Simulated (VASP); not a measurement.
Here is the system:

```
AlFe
1.0
    2.96820     0.00000     0.00000
    0.00000     2.96820     0.00000
    0.00000     0.00000     2.96820
Al Fe
1 1
Direct
  0.50000   0.50000   0.50000
  0.00000   0.00000   0.00000
```

Computed with PBE GGA + U (Dudarev), VASP's PBE PAW potentials (set 64) (plane waves; VASP). Numerical set-up: 400 eV cut-off, 11×11×11 Γ-centred mesh, first-order Methfessel-Paxton smearing of 0.10 eV, potentials Al Fe, U − J: Fe 3.00 eV.

Give the stress tensor in GPa (positive for a compressed cell).

```
-15.65    0.00    0.00
  0.00  -15.65    0.00
  0.00    0.00  -15.65
```
The pressure is its mean diagonal, -15.65 GPa.

The compound is FeAl in the CsCl type structure. The cell was not relaxed at this level. The run is one of a series of settings (LDAU = .TRUE., LDAUJ = 0 0, LDAUL = -1 2, LDAUTYPE = 2, LDAUU = 0 3.0 against the base run), some of them coarse on purpose. The run is not spin-polarised, so no magnetic state was tried. The electron count is odd and the run is not spin-polarised, which forces a metal.
